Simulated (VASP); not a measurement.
SrO: band gap against strain

SrO (rock salt, Fm-3m, 16.915 Å³/atom and stress up to 0.08 GPa in the relaxed cell, cube axes along x, y and z) under an equal strain ε along all three axes. PBEsol in VASP (plane waves, PAW), 600 eV, 10×10×10 Γ-centred mesh, Gaussian smearing 0.05 eV; ions are relaxed, or left where forces stay under 0.02 eV/Å, within the symmetry of each cell. Gaps are the smallest on the run's k-mesh, which can miss an edge that lies off it, without spin-orbit coupling; in all rows the valence edge lies at Γ and the conduction edge at about 1.2 Å⁻¹ from Γ.

Here s stands for strain and Eg for gap.

| strain (%) | gap (eV) |
|---|---|
| -3.00 | ? |
| -1.50 | 3.11 |
| -1.00 | 3.13 |
| -0.50 | 3.14 |
| 0.00 | 3.15 |
| 0.50 | 3.16 |
| 1.00 | 3.17 |
| 1.50 | 3.18 |

Task: Using a straight line, estimate the missing Eg at s = -3.00 from the other rows, showing the fit.

Result: Means: s 0, Eg 3.149. About the means, the sum of products is 0.15500 and the sum of squares of s is 7.0000; the slope is their ratio. Least squares gives Eg = 3.149 + 0.0221·s. Residuals (row less fit): -0.006, 0.003, 0.002, 0.001, 0.000, -0.001, -0.002; standard error 0.003 (degrees of freedom: 5). Over these rows the gap moves by 2.2 ± 0.1 eV per unit strain, or 0.7 eV per unit of ln V. At the withheld row, Eg = 3.149 + 0.0221 × (-3.0) = 3.083 eV. The calculation gives 3.06 eV, 0.023 eV below the prediction (19.2 % of the range of Eg in the table). The row lies outside the fitted rows, so this is an extrapolation. The scatter of the fitted rows lies at the last printed digit.

Other structures, which can take over under pressure, weren't tried. Rows are the converged runs of the series near zero and its far end, less any whose ions stayed unrelaxed beside relaxed ones; series whose fitted rows scatter by over a few per cent of the range, as at a crossing or softening among them, aren't shown in this form. Most that stay on the fit to the last digits aren't either.
